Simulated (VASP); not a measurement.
# MnSb: single point with PBE

Crystal: MnSb.

```
Sb Mn
1.0
     4.13000    0.00000    0.00000
    -2.06500    3.57668    0.00000
     0.00000    0.00000    5.80000
Sb Mn
2 2
Cartesian
  0.0000 2.3845 1.4500
  2.0650 1.1922 4.3500
  0.0000 0.0000 0.0000
  0.0000 0.0000 2.9000
```

| Quantity | Value |
| --- | --- |
| Program | VASP 6.6.1 |
| Task | single point |
| Functional | PBE |
| Potentials or basis | VASP PAW PBE potentials, release 64 (Sb, Mn_pv) |
| Cutoff | 520 eV |
| k mesh | 8 × 8 × 5 |
| Occupations | gaussian, width 0.05 eV |
| Spin | collinear spin, typed start |
| Starting moments | [0.0, 0.0, 4.5, 4.5] μB |
| Dipole correction | no |
| Further INCAR settings | ALGO = Normal; EDIFF = 1e-06; NBANDS = 30 |

| Quantity | Value |
| --- | --- |
| Pressure | -2.7 GPa |
| Band gap on the k mesh | none (metal or under the smearing width) |
| Net moment | 6.71 μB per cell |
| Site moments | Sb -0.13; Mn +3.40 μB |
| Valence electrons inside the program's atomic spheres | Sb 2.45; Mn 11.52 |

Stress tensor (GPa, compression positive):
```
-2.17  0.00  0.00
 0.00 -2.17  0.00
 0.00  0.00 -3.91
```

Levels at points of the mesh, in eV from the Fermi level:
Spin up:
```tsv
k point	band 19	band 20	band 21	band 22	band 23	band 24
(0.00, 0.00, 0.00)	-0.55	0.54	0.54	2.31	2.31	2.61
(0.50, 0.00, 0.00)	-2.05	-1.91	-1.87	-0.85	0.68	3.09
```
Spin down:
```tsv
k point	band 11	band 12	band 13	band 14	band 15	band 16	band 17	band 18	band 19	band 20
(0.00, 0.00, 0.00)	-2.42	-0.90	0.02	0.02	0.29	0.29	0.60	0.60	1.43	1.43
(0.50, 0.00, 0.00)	-2.79	-2.38	-2.11	-2.02	-1.03	0.54	0.73	0.74	0.89	1.33
```

Wall time 3.7 min on 1 thread of AMD EPYC 7R13 Processor (Zen 3), with other jobs on the host, peak memory 0.28 GiB.

The run has no spin-orbit coupling, so splittings on Sb are missing.
